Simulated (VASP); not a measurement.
An input for Ansatz (written as the equivalent of a VASP run, and not itself run):

Ansatz 0.2 input:
```yaml
crystal:
  lattice:
    - [0.0000000, 3.2289673, 3.2289673]
    - [3.2289673, 0.0000000, 3.2289673]
    - [3.2289673, 3.2289673, 0.0000000]
  atoms:
    - { symbol: Mg, position: [0.2500000, 0.2500000, 0.2500000] }
    - { symbol: Mg, position: [0.7500000, 0.7500000, 0.7500000] }
    - { symbol: Sn, position: [0.0000000, 0.0000000, 0.0000000] }
kpoints:
  mp_grid: { grid: [8, 8, 8] }
hamiltonian:
  xc: lda
  pseudopotentials: { kind: paw }
scf:
  occupations: { method: methfessel_paxton, width: 0.1 }
  max_iter: 100
relax:
  max_steps: 40
  f_tol: 0.02
  cell: { p_target: 10 }
output: { forces: true, stress: true, eigenvalues: true }
```

Write the VASP files for the same calculation (LDA).

This is not unique; one that fits is 
### INCAR
```
# general
SYSTEM  = Mg2Sn
PREC    = Accurate
ENCUT   = 500
LREAL   = .False.
LASPH   = .True.

# electronic loop
EDIFF   = 1E-6
NELM    = 100
ALGO    = Normal
LMAXMIX = 4

# smearing
ISMEAR  = 1
SIGMA   = 0.1

# ions
IBRION  = 2
NSW     = 40
ISIF    = 3
EDIFFG  = -0.02
PSTRESS = 100

# output
LWAVE   = .False.
LCHARG  = .False.
```

**POSCAR**
```
Mg2Sn
1.0
  0.0000000000   3.2289673407   3.2289673407
  3.2289673407   0.0000000000   3.2289673407
  3.2289673407   3.2289673407   0.0000000000
Mg Sn
2 1
direct
  0.2500000000   0.2500000000   0.2500000000
  0.7500000000   0.7500000000   0.7500000000
  0.0000000000   0.0000000000   0.0000000000
```

KPOINTS:
```
kpoints
0
gamma
 8 8 8
0 0 0
```

POTCAR, in this order: Mg Sn_d (LDA.64 set). Program: vasp_std.

What does not carry over: each code has its own PAW files, so the cut-off isn't converted (ENCUT is set for VASP's; basis.ecutwfc is left out, and Ansatz then takes the one that its files recommend); Ansatz stops its SCF on the density residual and VASP on the energy change (EDIFF); Ansatz's lda is the Perdew-Wang form, while the LDA potentials of VASP carry Perdew-Zunger's.

The compound is Mg2Sn in the antifluorite structure. This run relaxes it under an external pressure of 10 GPa. Symmetry was kept, so distortions that lower it aren't found.
